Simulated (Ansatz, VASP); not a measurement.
## One calculation of AlGa3P4, two programs

File INCAR:

```
PREC = Accurate
ENCUT = 520
EDIFF = 1E-6
ISMEAR = 0
SIGMA = 0.1
LREAL = False
LASPH = True
NELM = 60
ALGO = Normal
ISIF = 2
LWAVE = False
LCHARG = False
GGA = PE
NBANDS = 41
```

File KPOINTS:

```
regular mesh
0
Gamma
  4 4 2
```

The input POSCAR:

```
AlGa3P4
1.0
    3.7687221900      0.0000000000      0.0000000000
    0.0000000000      3.7687221900      0.0000000000
    0.0000000000      0.0000000000     10.6595560600
Al Ga P
1 3 4
Direct
    0.5000000000      0.5000000000      0.5000000000
    0.0000000000      0.0000000000      0.7500000000
    0.5000000000      0.5000000000      0.0000000000
    0.0000000000      0.0000000000      0.2500000000
    0.5000000000      0.0000000000      0.8750000000
    0.0000000000      0.5000000000      0.1250000000
    0.5000000000      0.0000000000      0.3750000000
    0.0000000000      0.5000000000      0.6250000000
```

Input for Ansatz:

```yaml
crystal:
  lattice:
    - [3.76872219, 0.0, 0.0]
    - [0.0, 3.76872219, 0.0]
    - [0.0, 0.0, 10.65955606]
  atoms:
    - { symbol: Al, position: [0.5, 0.5, 0.5] }
    - { symbol: Ga, position: [0.0, 0.0, 0.75] }
    - { symbol: Ga, position: [0.5, 0.5, 0.0] }
    - { symbol: Ga, position: [0.0, 0.0, 0.25] }
    - { symbol: P, position: [0.5, 0.0, 0.875] }
    - { symbol: P, position: [0.0, 0.5, 0.125] }
    - { symbol: P, position: [0.5, 0.0, 0.375] }
    - { symbol: P, position: [0.0, 0.5, 0.625] }
basis:
  ecutwfc: 420
kpoints:
  mp_grid: { grid: [4, 4, 2] }
hamiltonian:
  xc: pbe
scf:
  occupations: { method: gaussian, width: 0.1 }
  lower_state_search: "off"
output:
  forces: true
  stress: true
  eigenvalues: true
```

Alike in both runs: task single point; functional PBE; k mesh 4 × 4 × 2; occupations gaussian, width 0.1 eV; no spin polarisation.

|  | VASP | Ansatz |
| --- | --- | --- |
| version | VASP 6.6.1 | Ansatz 0.2.0 |
| potentials or method | VASP PAW PBE potentials, release 64 (Al, Ga_d, P) | scalar-relativistic, plane waves, PAW |
| plane-wave cutoff (eV) | 520 | 420 |
| valence electrons in the cell | 62 | 62 |

|  | VASP | Ansatz | Ansatz less VASP |
| --- | --- | --- | --- |
| gap on the k mesh at the Fermi level (eV) | 1.45 | 1.45 | 0.000 |
| least direct gap on the mesh (eV) | 1.48 | 1.48 | +0.001 |
| pressure (GPa) | 9.6 | 9.7 | +0.08 |
| largest component of the traceless stress (GPa) | 0.72 | 0.72 | 0.000 |
| rms of the force components (eV/Å) | 0.025 | 0.024 | -0.0007 |

Atom by atom the forces differ by 0.001 eV/Å (rms over components).

A k mesh can miss the band edges. A hybrid or GW would open this gap; PBE tends to underestimate it.
